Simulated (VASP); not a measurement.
Output of a VASP run:

### OUTCAR
```
 ion  position               nearest neighbor table
   1  0.000  0.000  0.000-   2 2.61   2 2.61   2 2.61   2 2.61
   2  0.250  0.250  0.250-   1 2.61   1 2.61   1 2.61   1 2.61
  LATTYP: Found a face centered cubic cell.
 ALAT       =     6.0319709320
 Subroutine PRICEL returns:
 Original cell was already a primitive cell.
 Subroutine GETGRP returns: Found 24 space group operations
The static configuration has the point symmetry T_d .
The dynamic configuration has the point symmetry T_d .
 Subroutine INISYM returns: Found 24 space group operations
 Subroutine IBZKPT returns following result:
 Found     56 irreducible k-points:

 Following reciprocal coordinates:
            Coordinates               Weight
  0.000000  0.000000  0.000000      1.000000
  0.090909  0.000000  0.000000      8.000000
  0.181818  0.000000  0.000000      8.000000
  0.272727  0.000000  0.000000      8.000000
  0.363636  0.000000  0.000000      8.000000
  0.454545  0.000000  0.000000      8.000000
  0.090909  0.090909  0.000000      6.000000
  0.181818  0.090909  0.000000     24.000000
  0.272727  0.090909  0.000000     24.000000
  0.363636  0.090909  0.000000     24.000000
  0.454545  0.090909  0.000000     24.000000
 -0.454545  0.090909  0.000000     24.000000
 -0.363636  0.090909  0.000000     24.000000
 -0.272727  0.090909  0.000000     24.000000
 -0.181818  0.090909  0.000000     24.000000
 -0.090909  0.090909  0.000000     12.000000
  0.181818  0.181818  0.000000      6.000000
  0.272727  0.181818  0.000000     24.000000
  0.363636  0.181818  0.000000     24.000000
  0.454545  0.181818  0.000000     24.000000
 -0.454545  0.181818  0.000000     24.000000
 -0.363636  0.181818  0.000000     24.000000
 -0.272727  0.181818  0.000000     24.000000
 -0.181818  0.181818  0.000000     12.000000
  0.272727  0.272727  0.000000      6.000000
  0.363636  0.272727  0.000000     24.000000
  0.454545  0.272727  0.000000     24.000000
 -0.454545  0.272727  0.000000     24.000000
 -0.363636  0.272727  0.000000     24.000000
 -0.272727  0.272727  0.000000     12.000000
  0.363636  0.363636  0.000000      6.000000
  0.454545  0.363636  0.000000     24.000000
 -0.454545  0.363636  0.000000     24.000000
 -0.363636  0.363636  0.000000     12.000000
  0.454545  0.454545  0.000000      6.000000
 -0.454545  0.454545  0.000000     12.000000
  0.272727  0.181818  0.090909     24.000000
  0.363636  0.181818  0.090909     48.000000
  0.454545  0.181818  0.090909     48.000000
 -0.454545  0.181818  0.090909     48.000000
   k-points           NKPTS =     56   k-points in BZ     NKDIM =     56   number of bands    NBANDS=     13
   number of dos      NEDOS =    301   number of ions     NIONS =      2
   total plane-waves  NPLWV =  32768
   dimension x,y,z NGX =    32 NGY =   32 NGZ =   32
   dimension x,y,z NGXF=    64 NGYF=   64 NGZF=   64
   ions per type =               1   1
   PREC   = accura    normal or accurate (medium, high low for compatibility)
   ISTART =      0    job   : 0-new  1-cont  2-samecut
   ICHARG =      2    charge: 1-file 2-atom 10-const
   ISPIN  =      1    spin polarized calculation?
   LNONCOLLINEAR =      F non collinear calculations
   LSORBIT =      F    spin-orbit coupling
   INIWAV =      1    electr: 0-lowe 1-rand  2-diag
   ENCUT  =  500.0 eV  36.75 Ry    6.06 a.u.   7.78  7.78  7.78*2*pi/ulx,y,z
   NELM   =    100;   NELMIN=  2; NELMDL= -5     # of ELM steps
   EDIFF  = 0.1E-05   stopping-criterion for ELM
   LREAL  =      F    real-space projection
   NLSPLINE    = F    spline interpolate recip. space projectors
   LMAXMIX     =    4 max onsite mixed and CHGCAR
   VOSKOWN=      0    Vosko Wilk Nusair interpolation
   EDIFFG = -.2E-01   stopping-criterion for IOM
   NSW    =     40    number of steps for IOM
   NBLOCK =      1;   KBLOCK =     40    inner block; outer block
   IBRION =      2    ionic relax: 0-MD 1-quasi-New 2-CG
...
```

**OSZICAR**
```
       N       E                     dE             d eps       ncg     rms          rms(c)
DAV:   1     0.111668447270E+03    0.11167E+03   -0.82612E+03  1461   0.145E+03
DAV:   2    -0.102364331888E+01   -0.11269E+03   -0.10967E+03  1521   0.325E+02
DAV:   3    -0.912004762084E+01   -0.80964E+01   -0.80214E+01  1901   0.914E+01
DAV:   4    -0.933567902171E+01   -0.21563E+00   -0.21550E+00  1617   0.166E+01
DAV:   5    -0.934582453646E+01   -0.10146E-01   -0.10145E-01  2176   0.324E+00    0.475E+00
DAV:   6    -0.907191682897E+01    0.27391E+00   -0.44758E-01  2173   0.129E+01    0.265E+00
DAV:   7    -0.903312580241E+01    0.38791E-01   -0.13474E-01  1979   0.361E+00    0.667E-01
DAV:   8    -0.902965504740E+01    0.34708E-02   -0.12286E-02  1847   0.161E+00    0.253E-01
DAV:   9    -0.902949008974E+01    0.16496E-03   -0.96832E-04  1786   0.377E-01    0.137E-01
DAV:  10    -0.902951591967E+01   -0.25830E-04   -0.10904E-04  2289   0.158E-01    0.818E-02
DAV:  11    -0.902952088001E+01   -0.49603E-05   -0.45313E-05  2182   0.141E-01    0.901E-02
DAV:  12    -0.902951700286E+01    0.38772E-05   -0.86612E-06  1682   0.392E-02    0.115E-02
DAV:  13    -0.902951700031E+01    0.25402E-08   -0.91507E-07   976   0.672E-03
   1 F= -.90295170E+01 E0= -.90295748E+01  d E =-.902952E+01
```

File OUTCAR:
```
------------------------ aborting loop because EDIFF is reached ----------------------------------------
  FORCE on cell =-STRESS in cart. coord.  units (eV):
  Direction    XX          YY          ZZ          XY          YZ          ZX
  --------------------------------------------------------------------------------------
  Total       -0.0091951     -0.0091951     -0.0091951      0.0000000      0.0000000      0.0000000
  in kB       -0.2685027     -0.2685027     -0.2685027      0.0000000      0.0000000      0.0000000
  external PRESSURE =      -0.2685027 kB  Pullay stress =       0.0000000 kB
  volume of cell :       54.87
      direct lattice vectors                 reciprocal lattice vectors
     0.000000000  3.015985466  3.015985466    -0.165783292  0.165783292  0.165783292
     3.015985466  0.000000000  3.015985466     0.165783292 -0.165783292  0.165783292
     3.015985466  3.015985466  0.000000000     0.165783292  0.165783292 -0.165783292
  FREE ENERGIE OF THE ION-ELECTRON SYSTEM (eV)
  ---------------------------------------------------
  free  energy   TOTEN  =        -9.0295170003 eV

  energy  without entropy=       -9.0296902706  energy(sigma->0) =       -9.02957476

 reached required accuracy - stopping structural energy minimisation
```
(Selected blocks of OUTCAR.)

**POSCAR**
```
InAs
1
    0.0000000000     3.0159854660     3.0159854660
    3.0159854660     0.0000000000     3.0159854660
    3.0159854660     3.0159854660     0.0000000000
In As
1 1
Direct
  0.0000000000   0.0000000000   0.0000000000
  0.2500000000   0.2500000000   0.2500000000
```

Q: Reconstruct the remaining input files.

A: One answer among several that fit: the input of the run itself, LDA (Ceperley-Alder, Perdew-Zunger), plane waves, VASP's LDA PAW potentials (set 64).

**KPOINTS**
```
K-points
0
gamma
  11 11 11
0 0 0
```

**INCAR**
```
SYSTEM = InAs
PREC = Accurate
ENCUT = 500
EDIFF = 1E-6
NELM = 100
ALGO = Normal
LREAL = .FALSE.
LASPH = .TRUE.
ISMEAR = 1
SIGMA = 0.1
LMAXMIX = 4
LWAVE = .FALSE.
LCHARG = .FALSE.
IBRION = 2
ISIF = 3
NSW = 40
EDIFFG = -0.02
```

POTCAR, in this order: In_d As (LDA.64 set). Program: vasp_std.

The compound is InAs in the zinc blende structure. It was relaxed first.
